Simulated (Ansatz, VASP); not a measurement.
# HfC: VASP beside Ansatz

Wanted: the spread between two codes on one cell, functional and k mesh. The cell is taken from a series of runs on this material, whose earlier steps may have relaxed, scaled, displaced or heated it; both programs get it as it stands.

Method: plane waves, with VASP 6.6.1 beside it; PBEsol, in Ansatz 0.2.0.

## (1) The starting structure

Symmetry: Fm-3m, No. 225, cubic system. Conventional cell: a = 4.698 Å, b = 4.698 Å, c = 4.698 Å, α = 90.00°, β = 90.00°, γ = 90.00°. C has 6 Hf at 2.35 Å nearest. Hf has 6 C at 2.35 Å nearest. Farther neighbours are not listed.

Structure file:

```xyz
2
Lattice="0.0000 2.3488 2.3488 2.3488 0.0000 2.3488 2.3488 2.3488 0.0000" Properties=species:S:1:pos:R:3 pbc="T T T"
C     0.0000    0.0000    0.0000
Hf    2.3488    2.3488    2.3488
```

## (2) VASP: single point, PBEsol

With cell and atoms fixed, the geometry can't cause a difference; cores, projectors, grids and the points listed under the comparison can.

Lines of VASP's logs that name or quote its potential files are left out, and so is its time.

Input file INCAR:

```
SYSTEM = HfC
PREC = Accurate
ENCUT = 600
EDIFF = 1E-06
NELM = 120
ISMEAR = 1
SIGMA = 0.2
LREAL = .FALSE.
ALGO = Normal
GGA = PS
NBANDS = 13
LASPH = .TRUE.
LORBIT = 11
LWAVE = .FALSE.
LCHARG = .FALSE.
ISIF = 2
GGA_COMPAT = .FALSE.
```

Input file POSCAR:

```
HfC
1.0
    0.0000000000      2.3487597776      2.3487597776
    2.3487597776      0.0000000000      2.3487597776
    2.3487597776      2.3487597776      0.0000000000
C Hf
1 1
Direct
    0.0000000000      0.0000000000      0.0000000000
    0.5000000000      0.5000000000      0.5000000000
```

Input file KPOINTS:

```
Automatic mesh
0
Gamma
16 16 16
0 0 0
```

PAW data sets: C and Hf_pv (PBE family, release 64).

Launch:

```sh
$ mpirun -np 1 vasp_std
```

Numbers of over 12 decimals in the logs are rounded to 6 here.

What it wrote:

```text
[banner, memory and clock lines left out]
running    1 mpi-ranks, on    1 nodes
 distrk:  each k-point on    1 cores,    1 groups
 distr:  one band on    1 cores,    1 groups

 POSCAR found type information on POSCAR C Hf
 POSCAR found :  2 types and       2 ions
|                                                                             |
|               ----> ADVICE to this user running VASP <----                  |
|                                                                             |
|     You enforced a specific xc type in the INCAR file but a different       |
|     [... a line on the potential file left out ...]
|     I HOPE YOU KNOW WHAT YOU ARE DOING!                                     |
|                                                                             |

 LDA part: xc-table for (Slater+PW92), standard interpolation
 POSCAR, INCAR and KPOINTS ok, starting setup
 FFT: planning ... GRIDC
 FFT: planning ... GRID_SOFT
 FFT: planning ... GRID
 WAVECAR not read
 entering main loop
       N       E                     dE             d eps       ncg     rms          rms(c)
DAV:   1     0.245029751794E+02    0.24503E+02   -0.86007E+03  3778   0.118E+03
DAV:   2    -0.232632957121E+02   -0.47766E+02   -0.44513E+02  4832   0.218E+02
DAV:   3    -0.250587625269E+02   -0.17955E+01   -0.17847E+01  4734   0.299E+01
DAV:   4    -0.250695407117E+02   -0.10778E-01   -0.10776E-01  4195   0.276E+00
DAV:   5    -0.250696214840E+02   -0.80772E-04   -0.80770E-04  4710   0.221E-01    0.549E+01
DAV:   6    -0.222228957956E+02    0.28467E+01   -0.12637E+01  4315   0.185E+01    0.395E+01
DAV:   7    -0.221518825614E+02    0.71013E-01   -0.61145E-01  4285   0.542E+00    0.237E+01
DAV:   8    -0.221388194713E+02    0.13063E-01   -0.89535E-02  4525   0.231E+00    0.583E+00
DAV:   9    -0.221309886553E+02    0.78308E-02   -0.34535E-02  4440   0.103E+00    0.198E+00
DAV:  10    -0.221304912981E+02    0.49736E-03   -0.22609E-03  4518   0.339E-01    0.667E-02
DAV:  11    -0.221304847937E+02    0.65044E-05   -0.10564E-04  4340   0.919E-02    0.111E-02
DAV:  12    -0.221304840296E+02    0.76406E-06   -0.48244E-06  4670   0.174E-02
   1 F= -.22130484E+02 E0= -.22130264E+02  d E =-.658879E-03
```

Parts of OUTCAR (step 2):

```text
ion  position               nearest neighbor table
   1  0.000  0.000  0.000-   2 2.35   2 2.35   2 2.35   2 2.35   2 2.35   2 2.35
   2  0.500  0.500  0.500-   1 2.35   1 2.35   1 2.35   1 2.35   1 2.35   1 2.35

  LATTYP: Found a face centered cubic cell.
 ALAT       =     4.6975195552

 Subroutine GETGRP returns: Found 48 space group operations
 (whereof 48 operations were pure point group operations)

The static configuration has the point symmetry O_h .

 Found    145 irreducible k-points:

   k-points           NKPTS =    145   k-points in BZ     NKDIM =    145   number of bands    NBANDS=     13

   dimension x,y,z NGX =    28 NGY =   28 NGZ =   28
   dimension x,y,z NGXF=    56 NGYF=   56 NGZF=   56

   ENCUT  =  600.0 eV  44.10 Ry    6.64 a.u.   6.63  6.63  6.63*2*pi/ulx,y,z

   NELECT =      14.0000    total number of electrons

 k-points in reciprocal lattice and weights: Automatic mesh
   0.00000000  0.00000000  0.00000000       0.000
   0.06250000  0.00000000  0.00000000       0.002
   0.12500000  0.00000000  0.00000000       0.002
   0.18750000  0.00000000  0.00000000       0.002
   0.25000000  0.00000000  0.00000000       0.002
   0.31250000  0.00000000  0.00000000       0.002
   0.37500000  0.00000000  0.00000000       0.002
   0.43750000  0.00000000  0.00000000       0.002
   0.50000000  0.00000000  0.00000000       0.001
[...]
-0.31250000  0.50000000  0.18750000       0.003
  -0.25000000  0.50000000  0.25000000       0.001

 average (electrostatic) potential at core
       1 -48.1523       2 -35.6792

 E-fermi :   5.5571

 k-point     1 :       0.0000    0.0000    0.0000
  band No.  band energies     occupation
      1     -24.0746      2.00000
      2     -24.0746      2.00000
      3     -24.0746      2.00000
      4      -6.5592      2.00000
      5       6.5856     -0.00000
      6       6.5856     -0.00000
      7       6.5856     -0.00000
      8       6.9088     -0.00000
      9       6.9088     -0.00000
    ...

 k-point     2 :       0.0625    0.0000    0.0000
  band No.  band energies     occupation
      1     -24.0992      2.00000
      2     -24.0770      2.00000
      3     -24.0770      2.00000
      4      -6.4644      2.00000
      5       5.8330     -0.06500
      6       6.0751     -0.00154
      7       6.0751     -0.00154
      8       7.1287     -0.00000
      9       7.1287     -0.00000
    ...

 k-point     3 :       0.1250    0.0000    0.0000
  band No.  band energies     occupation
    ...
      3     -24.0839      2.00000
      4      -6.1874      2.00000
      5       4.7854      2.00000
      6       5.2926      2.06835
      7       5.2926      2.06835
      8       7.4532     -0.00000
      9       7.4532     -0.00000
     10       7.8109     -0.00000
     11      10.3708      0.00000
     12      10.3708      0.00000
    ...

  Total       -2.1905037     -2.1905037     -2.1905037      0.0000000      0.0000000      0.0000000
  in kB     -135.4280966   -135.4280966   -135.4280966      0.0000000      0.0000000      0.0000000
  external PRESSURE =    -135.4280966 kB  Pullay stress =       0.0000000 kB

  energy-cutoff  :      600.00
  volume of cell :       25.91
      direct lattice vectors                 reciprocal lattice vectors
     0.000000000  2.348759778  2.348759778    -0.212878305  0.212878305  0.212878305
     2.348759778  0.000000000  2.348759778     0.212878305 -0.212878305  0.212878305
     2.348759778  2.348759778  0.000000000     0.212878305  0.212878305 -0.212878305

 POSITION                                       TOTAL-FORCE (eV/Angst)
 -----------------------------------------------------------------------------------
      0.00000      0.00000      0.00000        -0.000000     -0.000000     -0.000000
      2.34876      2.34876      2.34876         0.000000      0.000000      0.000000
 -----------------------------------------------------------------------------------
    total drift:                                0.000000      0.000000      0.000000

  FREE ENERGIE OF THE ION-ELECTRON SYSTEM (eV)
  ---------------------------------------------------
  free  energy   TOTEN  =       -22.1304840296 eV

  energy  without entropy=      -22.1298251506  energy(sigma->0) =      -22.13026440

 total charge
# of ion       s       p       d       tot
------------------------------------------
    1        0.862   1.481   0.000   2.343
    2        0.304   6.591   1.627   8.521
--------------------------------------------------
tot          1.166   8.072   1.627  10.865

[... 3 further parts left out ...]
```

The run ends at a pressure of -13.54 GPa.

## (3) Ansatz: single point, PBEsol

Ansatz runs on its PAW soft_1 files.

The same cell, functional, mesh and smearing now go to Ansatz, which takes its cutoff from its data sets.

Input file input.yaml:

```yaml
crystal:
  lattice:
    - [0.0, 2.3487597776, 2.3487597776]
    - [2.3487597776, 0.0, 2.3487597776]
    - [2.3487597776, 2.3487597776, 0.0]
  atoms:
    - { symbol: C, position: [0.0, 0.0, 0.0] }
    - { symbol: Hf, position: [0.5, 0.5, 0.5] }
kpoints:
  mp_grid: { grid: [16, 16, 16] }
hamiltonian:
  xc: pbesol
  pseudopotentials: { kind: paw, azcp: { folder: soft_1 }, xc_functional: pbe }
scf:
  occupations: { method: methfessel_paxton, width: 0.2 }
output:
  forces: true
  stress: true
  eigenvalues: true
```

Launch:

```sh
$ ansatz run input.yaml --threads 4 --pin off --max-ram 10240MiB --backend cpu --events-out ev --progress --plain --runs-dir out
```

What it wrote:

```text
Engine: ansatz 0.2.0, x86_64-unknown-linux-gnu
Pseudopotentials: kind: paw
Pseudopotential: C, paw, valence charge 4, recommended cutoff 420 eV (normal), soft_1/C.paw.azcp
Pseudopotential: Hf, paw, valence charge 26, recommended cutoff 420 eV (normal), soft_1/Hf.paw.azcp
Functional definition: PBEsol
  exchange = pbesol_x
  correlation = pbesol_c
Crystal: 2 atoms, lattice volume = 25.915 Å³
Basis set: ecut = 420 eV, 531 PW (Γ), exchange–correlation on 48×48×48 points (8 copies of the dense FFT grid, shifted against one another)
Bands: 19, of which v1, the nominal top of the filled ones, is band 15 counted from 1 (14 counted from 0)
Symmetry: 48 space group operations
Space group: Fm-3m (ITA 225), of the structure as read, at distance tolerance 3.0e-5 Å
k-points: 145 of 4096
Non-local potential: C, projectors of the file, l = 0: 2, l = 1: 2, l = 2: 1
Non-local potential: Hf, projectors of the file, l = 0: 3, l = 1: 2, l = 2: 2, l = 3: 3
PAW form: soft (Blöchl's): semilocal exchange-correlation on the pseudo side does not see the compensation charge
PAW frozen core: C, regenerated for the run's functional, and the local potential with it (the file was generated under x = pbe(κ = 0.804, μ = 0.219515), c = pbe(β = 0.066725))
PAW frozen core: Hf, regenerated for the run's functional, and the local potential with it (the file was generated under x = pbe(κ = 0.804, μ = 0.219515), c = pbe(β = 0.066725))
PAW one-centre angular grid: C, 110 points (default); XC on 64 Gauss nodes
PAW one-centre angular grid: Hf, 590 points (default); XC on 64 Gauss nodes
Initial density: superposition of atomic densities (chi_scale 0.1, normalization cell, long waves kept (reshape's long-wave potential 0.00 eV rms))
Initial wavefunctions: pseudopotential atomic-orbital guess
Functional: x = pbesol(κ = 0.804, μ = 0.123457), c = pbesol(β = 0.046)
SCF iter   1: F=—  HF=-15847.968908 eV  |F-HF|=—  |Δ(HF+E_count)|=         —  Δρ=8.17e-2  dr2=2.43e0  ethr=3.10e-3  ⟨swp⟩=4.8  Hψ=11629  notcnv=0
preconditioner: auto → Kerker (q_TF=auto, 2.796 Å⁻¹)  [metal: Δε(μ)=0.062 eV  Ē_g=17.524 eV  σ=0.200 eV  W_gap=0.26  n_scr=14 (ndim 8)  ℏωp=38.6 eV  f_vac=0.000  D(μ)=0.21/eV (n_scr^D=0)]
SCF iter   2: F=—  HF=-15847.479383 eV  |F-HF|=—  |Δ(HF+E_count)|=   4.90e-1  S|Δr|=    0.00e0  Δρ=3.21e-2  dr2=2.61e-1  ethr=3.10e-3  ⟨swp⟩=2.4  Hψ=5012  notcnv=0
SCF iter   3: F=—  HF=-15847.428773 eV  |F-HF|=—  |Δ(HF+E_count)|=   5.06e-2  S|Δr|=    0.00e0  Δρ=1.43e-2  dr2=3.45e-2  ethr=8.71e-4  ⟨swp⟩=2.0  Hψ=4748  notcnv=0
SCF iter   4: F=—  HF=-15847.420314 eV  |F-HF|=—  |Δ(HF+E_count)|=   8.46e-3  S|Δr|=    0.00e0  Δρ=8.01e-3  dr2=8.11e-3  ethr=1.15e-4  ⟨swp⟩=2.1  Hψ=4902  notcnv=0
SCF iter   5: F=—  HF=-15847.420225 eV  |F-HF|=—  |Δ(HF+E_count)|=   8.91e-5  S|Δr|=    0.00e0  Δρ=1.51e-3  dr2=2.95e-4  ethr=2.70e-5  ⟨swp⟩=2.3  Hψ=4657  notcnv=0
SCF iter   6: F=—  HF=-15847.420157 eV  |F-HF|=—  |Δ(HF+E_count)|=   6.87e-5  S|Δr|=    0.00e0  Δρ=2.08e-4  dr2=1.11e-5  ethr=9.85e-7  ⟨swp⟩=2.8  Hψ=4970  notcnv=0
SCF iter   7: F=—  HF=-15847.420163 eV  |F-HF|=—  |Δ(HF+E_count)|=   5.91e-6  S|Δr|=    0.00e0  Δρ=6.44e-5  dr2=9.47e-7  ethr=3.69e-8  ⟨swp⟩=2.3  Hψ=5122  notcnv=0
SCF iter   8: F=-15847.420162 eV  HF=-15847.420162 eV  |F-HF|=5.02e-9  |Δ(HF+E_count)|=   4.39e-7  S|Δr|=    0.00e0  Δρ=1.35e-5  dr2=3.15e-8  ethr=3.33e-10  ⟨swp⟩=8.6  Hψ=17095  notcnv=0
SCF 1 converged in 8 iterations: F = -15847.420162 eV  dr2 = 3.15e-8
  greatest PAW one-centre occupation: 0.998 electrons in one spin orbital (limit 2), on the Hf atom at site 1 (counted from 0), in its partial waves of l = 0
SCF converged after 8 iterations
Stability not checked: this state was not tested for a lower state beside it, because cold or Methfessel-Paxton smearing, or corrected tetrahedra, fill the levels in a way that the test cannot read (fill_not_monotonic; see scf.lower_state_search)
Free energy (F): -15847.420162 eV
Harris-Foulkes:  -15847.420162 eV  (|F-HF|=5.02e-9)
Internal energy: -15847.419490 eV  (E = F + TS)
E sigma→0 (E₀):  -15847.419994 eV
Entropy (-TS):   -0.000672 eV (-0.336 meV/atom)
Fermi energy:    17.808370 eV
--- Per-component energies (eV) ---
  E_band       = 41.079859
  E_kinetic    = 490.396430
  E_local      = -6314.694461  (includes V_loc(G=0)·N_el)
  E_nonlocal   = 90.865450
  E_hartree    = 3078.522316
  E_xc         = -310.912451
  E_vxc        = -312.012876  (∫ρ·V_xc dr)
  E_paw        = -7672.672908  (= ΣΔE_a)
  E_vpaw       = -70.512048  (= ΣTr[D̂ρ^β])
  E_aug_tail   = 0.000103  (compensation charges beyond the density's cutoff)
  E_ewald      = -5210.196126
  E_core_change = 1.272157  (= ΣΔE_core)
  E_smearing   = -0.000672  (= −TS)
  E_closure    = 0.000000  (closes the sum)
  Σ components = -15847.420162   (vs F -15847.420162, Δ=0.00e0)
--- Forces (eV/Å), atoms counted from 1 ---
  atom   1  C     -0.00000000     0.00000000    -0.00000000
  atom   2  Hf     0.00000000    -0.00000000     0.00000000
  max |Σ_I F_I| component: 1.32e-28 eV/Å
--- Stress (GPa, compression-positive) ---
      -12.880850       0.000000       0.000000
       -0.000000     -12.880850       0.000000
        0.000000       0.000000     -12.880850
  P = ⅓ Tr σ = -12.8809 GPa (-128.809 kbar)
--- Band table (eV; the first three rows and the last of 145) ---
  k-point 0: bands = [... 11 lower, 6.7182, 18.8644, 18.8644, 18.8644, 19.1240, 19.1240, 19.1240, 21.0592]
  k-point 1: bands = [... 11 lower, 6.7183, 18.0891, 18.3371, 18.3371, 19.3518, 19.3518, 19.6484, 21.5530]
  k-point 2: bands = [... 11 lower, 6.7185, 17.0424, 17.5463, 17.5463, 19.6748, 19.6748, 20.0548, 22.5946]
  k-point 144: bands = [... 11 lower, 8.3337, 14.8905, 15.1009, 15.1009, 21.3701, 21.3701, 24.2781, 24.5354]
```

The run ends at a pressure of -12.88 GPa.

## (4) Comparison

Known differences besides the potentials themselves: the data sets hold 30 valence electrons in Ansatz (on its PAW soft_1 files) and 14 in VASP; the cutoff is 420 eV in Ansatz and 600 eV in VASP; Ansatz makes its cores anew for this functional, VASP keeps those of its PBE data sets. Total energies have different zeros and are not compared.

The two programs side by side:

```
      quantity  Ansatz    VASP  difference
pressure (GPa)  -12.88  -13.54       +0.66
```

## (5) Results

| Item | Value |
| --- | --- |
| difference in pressure (single point, PBEsol) | 0.66 GPa |

In words: The difference in pressure is 0.66 GPa (single point, PBEsol), within the 1 GPa picked in this series as the mark of a large difference. The data sets hold unlike numbers of valence electrons (30 in Ansatz and 14 in VASP), so part of the differences may come from the potentials. Such differences can come from data sets, numerical settings and the points named under the comparisons, not from the functional's error against experiment.

[Lines on the potential files, build, host, timing and source positions are cut from VASP's logs without a mark.]

[Logs are printed without paths, hosts, clocks, repeated set-up lines and the standing remarks that a program may print on its own settings, such as how far it seeks lower states.]

[Hosts, paths, dates, database ids (printed as entryN), source tags and the programs' standing remarks are cut or masked in the printed files.]
